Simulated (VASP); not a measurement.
Computed with PBE GGA, VASP's PBE PAW potentials (set 64) (plane waves; VASP).

VASP ran on this input.

POSCAR:
```
YSe
1
   -1.8706690000     1.8706690000     6.3331650000
    1.8706690000    -1.8706690000     6.3331650000
    1.8706690000     1.8706690000    -6.3331650000
Y Se
2 2
Direct
  0.7500000000   0.7500000000   0.0000000000
  0.5000000000   0.0000000000   0.5000000000
  0.1660000000   0.1660000000   0.0000000000
  0.9160000000   0.4160000000   0.5000000000
```

**KPOINTS**
```
Automatic mesh
0
gamma
 5 5 5
0 0 0
```

INCAR:
```
ALGO = Normal
EDIFF = 1E-6
ENCUT = 300
GGA = PE
ISIF = 2
ISMEAR = -1
LASPH = .True.
LCHARG = .False.
LMAXMIX = 4
LREAL = .False.
LWAVE = .False.
NELM = 100
PREC = Accurate
SIGMA = 0.1
SYSTEM = YSe
```

POTCAR, in this order: Y_sv Se (PBE.64 set). Program: vasp_std.

Output

### OUTCAR
```
 ion  position               nearest neighbor table
   1  0.750  0.750  0.000-   4 2.81   4 2.81   3 2.85   3 2.85   3 2.85   3 2.85   2 3.68   2 3.68
                             2 3.68   2 3.68
   2  0.500  0.000  0.500-   3 2.81   3 2.81   4 2.85   4 2.85   4 2.85   4 2.85   1 3.68   1 3.68
                             1 3.68   1 3.68
   3  0.166  0.166  0.000-   2 2.81   2 2.81   1 2.85   1 2.85   1 2.85   1 2.85
   4  0.916  0.416  0.500-   1 2.81   1 2.81   2 2.85   2 2.85   2 2.85   2 2.85
  LATTYP: Found a body centered tetragonal cell.
 ALAT       =     3.7413380000
 C/A-ratio  =     3.3855080722
 Subroutine PRICEL returns:
 Original cell was already a primitive cell.
 Subroutine GETGRP returns: Found  8 space group operations
The static configuration has the point symmetry C_2v.
 The point group associated with its full space group is C_4v.
The dynamic configuration has the point symmetry C_2v.
 Subroutine INISYM returns: Found  8 space group operations
 Subroutine IBZKPT returns following result:
 Found     18 irreducible k-points:

 Following reciprocal coordinates:
            Coordinates               Weight
  0.000000  0.000000  0.000000      1.000000
  0.200000 -0.000000  0.000000      8.000000
  0.400000  0.000000 -0.000000      8.000000
...
```

**OSZICAR**
```
       N       E                     dE             d eps       ncg     rms          rms(c)
DAV:   1     0.145039693489E+03    0.14504E+03   -0.12526E+04   756   0.103E+03
DAV:   2    -0.143974421157E+02   -0.15944E+03   -0.15533E+03   901   0.263E+02
DAV:   3    -0.267062924316E+02   -0.12309E+02   -0.12220E+02  1240   0.557E+01
DAV:   4    -0.273748940784E+02   -0.66860E+00   -0.66729E+00  1072   0.112E+01
DAV:   5    -0.273832401217E+02   -0.83460E-02   -0.83455E-02  1060   0.151E+00    0.416E+01
DAV:   6    -0.264252632432E+02    0.95798E+00   -0.23212E+00   851   0.735E+00    0.287E+01
DAV:   7    -0.264587624389E+02   -0.33499E-01   -0.24470E+00  1137   0.739E+00    0.351E+00
DAV:   8    -0.263615342819E+02    0.97228E-01   -0.10225E+00   841   0.480E+00    0.746E-01
DAV:   9    -0.263580316114E+02    0.35027E-02   -0.72974E-02  1065   0.136E+00    0.256E-01
DAV:  10    -0.263574905118E+02    0.54110E-03   -0.39485E-03  1098   0.371E-01    0.183E-01
DAV:  11    -0.263575030115E+02   -0.12500E-04   -0.48593E-04  1096   0.115E-01    0.129E-01
DAV:  12    -0.263574892197E+02    0.13792E-04   -0.59775E-05   916   0.513E-02    0.147E-02
DAV:  13    -0.263574903939E+02   -0.11742E-05   -0.69046E-06   968   0.164E-02    0.741E-03
DAV:  14    -0.263574904421E+02   -0.48188E-07   -0.66148E-07   613   0.537E-03
   1 F= -.26357490E+02 E0= -.26286031E+02  d E =-.142919E+00
```

### OUTCAR
```
------------------------ aborting loop because EDIFF is reached ----------------------------------------
  FORCE on cell =-STRESS in cart. coord.  units (eV):
  Direction    XX          YY          ZZ          XY          YZ          ZX
  --------------------------------------------------------------------------------------
  Total        4.3867179      4.3867179      6.3558579      0.0000000      0.0000000      0.0000000
  in kB       79.2821824     79.2821824    114.8709116      0.0000000      0.0000000      0.0000000
  external PRESSURE =      91.1450921 kB  Pullay stress =       0.0000000 kB
  volume of cell :       88.65
      direct lattice vectors                 reciprocal lattice vectors
    -1.870669000  1.870669000  6.333165000     0.000000000  0.267284057  0.078949467
     1.870669000 -1.870669000  6.333165000     0.267284057  0.000000000  0.078949467
     1.870669000  1.870669000 -6.333165000     0.267284057  0.267284057  0.000000000
 POSITION                                       TOTAL-FORCE (eV/Angst)
 -----------------------------------------------------------------------------------
      0.00000      0.00000      9.49975         0.000000      0.000000      0.044009
      0.00000      1.87067      0.00000         0.000000      0.000000      0.044009
      0.00000      0.00000      2.10261         0.000000     -0.000000     -0.044009
      0.00000      1.87067      5.26919        -0.000000      0.000000     -0.044009
 -----------------------------------------------------------------------------------
    total drift:                               -0.000000     -0.000000      0.000544
  FREE ENERGIE OF THE ION-ELECTRON SYSTEM (eV)
  ---------------------------------------------------
  free  energy   TOTEN  =       -26.3574904421 eV

  energy  without entropy=      -26.2145715958  energy(sigma->0) =      -26.28603102
```
(Selected blocks of OUTCAR.)

At this cut-off the stress carries a Pulay error, which pulls relaxed volumes low.

The structure was generated: YSe was put into an ordered model structure, which need not be its known phase. The cell was not relaxed at this level. The k-mesh is coarse (spacing up to 0.48 per Å, 2π included), so the numbers may not be converged in it.
